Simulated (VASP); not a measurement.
Computed with r2SCAN meta-GGA, VASP's PBE PAW potentials (set 64) (plane waves; VASP).

VASP ran on this input.

File KPOINTS:
```
kpoints
0
Gamma
13 13 13
0 0 0
```

POSCAR:
```
ScSi
1
    0.0000000000     2.7385966120     2.7385966120
    2.7385966120     0.0000000000     2.7385966120
    2.7385966120     2.7385966120    -0.0000000000
Sc Si
1 1
Direct
  0.0000000000   0.0000000000   0.0000000000
  0.5000000000   0.5000000000   0.5000000000
```

INCAR:
```
# general
SYSTEM  = ScSi
PREC    = Accurate
ENCUT   = 400
LREAL   = .False.
LASPH   = .True.

# electronic loop
EDIFF   = 1E-7
NELM    = 100
ALGO    = Normal
LMAXMIX = 4
LMIXTAU = .True.

# smearing
ISMEAR  = -5

# functional
METAGGA = R2SCAN

# ions
ISIF    = 2

# output
LWAVE   = .False.
LCHARG  = .False.
LORBIT  = 11
NEDOS   = 601
```

### KPOINTS_OPT
```
k-points along high-symmetry lines
10
Line-mode
Reciprocal
  0.000000   0.000000   0.000000 ! GAMMA
  0.500000   0.000000   0.500000 ! X

  0.500000   0.000000   0.500000 ! X
  0.625000   0.250000   0.625000 ! U

  0.375000   0.375000   0.750000 ! K
  0.000000   0.000000   0.000000 ! GAMMA

  0.000000   0.000000   0.000000 ! GAMMA
  0.500000   0.500000   0.500000 ! L

  0.500000   0.500000   0.500000 ! L
  0.500000   0.250000   0.750000 ! W

  0.500000   0.250000   0.750000 ! W
  0.500000   0.000000   0.500000 ! X
```

POTCAR, in this order: Sc_sv Si (PBE.64 set). Program: vasp_std.

The resulting files:

### OUTCAR
```
 ion  position               nearest neighbor table
   1  0.000  0.000  0.000-   2 2.74   2 2.74   2 2.74   2 2.74   2 2.74   2 2.74
   2  0.500  0.500  0.500-   1 2.74   1 2.74   1 2.74   1 2.74   1 2.74   1 2.74
  LATTYP: Found a face centered cubic cell.
 ALAT       =     5.4771932240
 Subroutine PRICEL returns:
 Original cell was already a primitive cell.
 Subroutine GETGRP returns: Found 48 space group operations
The static configuration has the point symmetry O_h .
The dynamic configuration has the point symmetry O_h .
 Subroutine INISYM returns: Found 48 space group operations
 Subroutine IBZKPT returns following result:
 Found     84 irreducible k-points:

 Following reciprocal coordinates:
            Coordinates               Weight
  0.000000  0.000000  0.000000      1.000000
  0.076923  0.000000  0.000000      8.000000
  0.153846  0.000000  0.000000      8.000000
  0.230769  0.000000  0.000000      8.000000
  0.307692  0.000000  0.000000      8.000000
  0.384615  0.000000  0.000000      8.000000
  0.461538  0.000000  0.000000      8.000000
  0.076923  0.076923  0.000000      6.000000
  0.153846  0.076923  0.000000     24.000000
...
```

### OSZICAR
```
       N       E                     dE             d eps       ncg     rms          rms(c)
DAV:   1     0.782103960341E+02    0.78210E+02   -0.59880E+03  1856   0.107E+03
DAV:   2    -0.212303972303E+02   -0.99441E+02   -0.97357E+02  1909   0.378E+02
DAV:   3    -0.250560451275E+02   -0.38256E+01   -0.35364E+01  2985   0.715E+01
DAV:   4    -0.251535125440E+02   -0.97467E-01   -0.94619E-01  2883   0.782E+00
DAV:   5    -0.251555304924E+02   -0.20179E-02   -0.20025E-02  2540   0.958E-01    0.982E+00
DAV:   6    -0.207343535555E+02    0.44212E+01   -0.67404E+00  2903   0.439E+01    0.281E+00
DAV:   7    -0.209693333299E+02   -0.23498E+00   -0.46622E-01  2584   0.696E+00    0.180E+00
DAV:   8    -0.205659626868E+02    0.40337E+00   -0.54219E-01  2315   0.867E+00    0.910E-01
DAV:   9    -0.209327672658E+02   -0.36680E+00   -0.52015E-01  2187   0.818E+00    0.275E-01
DAV:  10    -0.209136633766E+02    0.19104E-01   -0.99398E-02  1974   0.303E+00    0.192E-01
DAV:  11    -0.209167923166E+02   -0.31289E-02   -0.46947E-03  3044   0.696E-01    0.145E-01
DAV:  12    -0.209176769797E+02   -0.88466E-03   -0.22542E-03  3230   0.557E-01    0.179E-01
DAV:  13    -0.209175372035E+02    0.13978E-03   -0.62319E-03  2727   0.107E+00    0.100E-01
DAV:  14    -0.209171557198E+02    0.38148E-03   -0.89898E-04  3075   0.420E-01    0.473E-02
DAV:  15    -0.209171368574E+02    0.18862E-04   -0.26539E-05  2934   0.673E-02    0.464E-02
DAV:  16    -0.209178252248E+02   -0.68837E-03   -0.71381E-04  3048   0.268E-01    0.138E-02
DAV:  17    -0.209179569517E+02   -0.13173E-03   -0.13051E-04  2173   0.935E-02    0.116E-02
DAV:  18    -0.209179575930E+02   -0.64132E-06   -0.49592E-06  2952   0.217E-02    0.120E-02
DAV:  19    -0.209179577571E+02   -0.16404E-06   -0.11960E-07  1759   0.364E-03    0.121E-02
DAV:  20    -0.209179618045E+02   -0.40475E-05   -0.80267E-07  2290   0.978E-03    0.107E-02
DAV:  21    -0.209179698916E+02   -0.80871E-05   -0.34946E-05  2970   0.413E-02    0.816E-03
DAV:  22    -0.209179750116E+02   -0.51200E-05   -0.69015E-06  3303   0.208E-02    0.102E-02
DAV:  23    -0.209179719411E+02    0.30706E-05   -0.92314E-07  3445   0.846E-03    0.110E-02
DAV:  24    -0.209179740088E+02   -0.20677E-05   -0.62836E-08  1266   0.315E-03    0.966E-03
DAV:  25    -0.209179687259E+02    0.52829E-05   -0.11646E-06  2310   0.833E-03    0.784E-03
DAV:  26    -0.209179693626E+02   -0.63669E-06   -0.18378E-07  2117   0.400E-03    0.717E-03
DAV:  27    -0.209179701199E+02   -0.75724E-06   -0.52085E-07  3040   0.580E-03    0.555E-03
DAV:  28    -0.209179687034E+02    0.14165E-05   -0.41940E-08  1119   0.230E-03    0.498E-03
DAV:  29    -0.209179692467E+02   -0.54333E-06   -0.13598E-06  3231   0.112E-02    0.203E-03
DAV:  30    -0.209179685726E+02    0.67414E-06   -0.23486E-07  2522   0.462E-03    0.923E-04
DAV:  31    -0.209179686494E+02   -0.76862E-07   -0.85614E-08  1386   0.307E-03
   1 F= -.20917969E+02 E0= -.20917969E+02  d E =0.000000E+00
       N       E                     dE             ncg
```

File OUTCAR:
```
------------------------ aborting loop because EDIFF is reached ----------------------------------------
  FORCE on cell =-STRESS in cart. coord.  units (eV):
  Direction    XX          YY          ZZ          XY          YZ          ZX
  --------------------------------------------------------------------------------------
  Total       -0.0416789     -0.0416789     -0.0416789      0.0000000      0.0000000     -0.0000000
  in kB       -1.6255966     -1.6255966     -1.6255966      0.0000000      0.0000000     -0.0000000
  external PRESSURE =      -1.6255966 kB  Pullay stress =       0.0000000 kB
  volume of cell :       41.08
      direct lattice vectors                 reciprocal lattice vectors
     0.000000000  2.738596612  2.738596612    -0.182575264  0.182575264  0.182575264
     2.738596612  0.000000000  2.738596612     0.182575264 -0.182575264  0.182575264
     2.738596612  2.738596612  0.000000000     0.182575264  0.182575264 -0.182575264
 POSITION                                       TOTAL-FORCE (eV/Angst)
 -----------------------------------------------------------------------------------
      0.00000      0.00000      0.00000        -0.000000      0.000000     -0.000000
      2.73860      2.73860      2.73860         0.000000     -0.000000      0.000000
 -----------------------------------------------------------------------------------
    total drift:                               -0.000000      0.000000      0.000000
  FREE ENERGIE OF THE ION-ELECTRON SYSTEM (eV)
  ---------------------------------------------------
  free  energy   TOTEN  =       -20.9179686494 eV

  energy  without entropy=      -20.9179686494  energy(sigma->0) =      -20.91796865

 total charge

# of ion       s       p       d       tot
------------------------------------------
    1        2.181   6.133   1.088   9.401
    2        0.816   0.914   0.000   1.731
--------------------------------------------------
tot          2.998   7.047   1.088  11.132
```
(Selected blocks of OUTCAR.)

File OUTCAR:
```
 val. band max:        4.6996364060   @ k =   0.4615   0.4615   0.0000

 cond. band min:       4.5525518950   @ k =   0.3077   0.1538   0.0769


 Fermi energy:         4.5340564787

 k-point     1 :       0.0000    0.0000    0.0000
  band No.  band energies     occupation
      1     -46.2219      2.00000
      2     -23.8733      2.00000
      3     -23.8733      2.00000
      4     -23.8732      2.00000
      5      -4.5944      2.00000
      6       6.4039      0.00000
      7       6.4039      0.00000
      8       6.4039      0.00000
      9       6.6464      0.00000
     10       6.6464      0.00000
     11       7.5971      0.00000

 k-point     2 :       0.0769    0.0000    0.0000
  band No.  band energies     occupation
      1     -46.2216      2.00000
      2     -23.8787      2.00000
      3     -23.8739      2.00000
      4     -23.8739      2.00000
      5      -4.5044      2.00000
      6       5.9539      0.00000
      7       6.1209      0.00000
      8       6.1209      0.00000
      9       6.5360      0.00000
     10       6.5360      0.00000
     11       7.6837      0.00000

 k-point     3 :       0.1538    0.0000    0.0000
  band No.  band energies     occupation
      1     -46.2206      2.00000
      2     -23.8938      2.00000
      3     -23.8757      2.00000
      4     -23.8756      2.00000
      5      -4.2391      2.00000
      6       4.9631      0.13694
      7       5.4732      0.00000
      8       5.4732      0.00000
      9       6.7344      0.00000
     10       6.7344      0.00000
     11       7.7906      0.00000

 k-point     4 :       0.2308    0.0000    0.0000
  band No.  band energies     occupation
      1     -46.2190      2.00000
      2     -23.9148      2.00000
      3     -23.8782      2.00000
      4     -23.8781      2.00000
      5      -3.8137      2.00000
      6       3.7931      2.09018
      7       4.9021     -0.24756
      8       4.9021     -0.03879
      9       7.0631      0.00000
...
```

For a metal the tetrahedron method with Blöchl corrections gives inexact stress and forces.

The structure was generated: ScSi was put into the rock salt type (Fm-3m), which need not be its known phase. It was relaxed first, which changed the volume by -27 %. The electron count is odd and the run is not spin-polarised, which forces a metal.
